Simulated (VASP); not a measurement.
The system is ZnCd3Se3S.

```
Zn Cd Se S
1.0
     4.26265    2.46104    3.46333
    -4.26265    2.46104    3.46333
     0.00000   -4.92209    3.46333
Zn Cd Se S
1 3 3 1
Direct
  0.99181 0.99181 0.99181
  0.50643 0.99620 0.50643
  0.99620 0.50643 0.50643
  0.50643 0.50643 0.99620
  0.23723 0.76250 0.23723
  0.76250 0.23723 0.23723
  0.23723 0.23723 0.76250
  0.76169 0.76169 0.76169
```

The cell was built by a generator and needn't be a form met in nature.

Program: VASP 6.6.1. Alike in all runs: potentials or basis VASP PAW PBE potentials, release 64 (Zn, Cd, Se, S); no spin polarisation; cell as given; k mesh 4 × 4 × 4; cutoff (eV) 520. Hardware: 4 MPI ranks on Intel(R) Xeon(R) 6975P-C (Granite Rapids), with other jobs on the host.

Question: Order these runs on this cell by their wall time, lowest first.
A. task single point; level PBEsol; smearing gaussian 0.03 eV
B. task Born charges and dielectric tensor; level PBE; smearing gaussian 0.02 eV
C. task band structure; level PBE; smearing gaussian 0.03 eV

Answer: A (29 s), C (110 s), B (390 s).
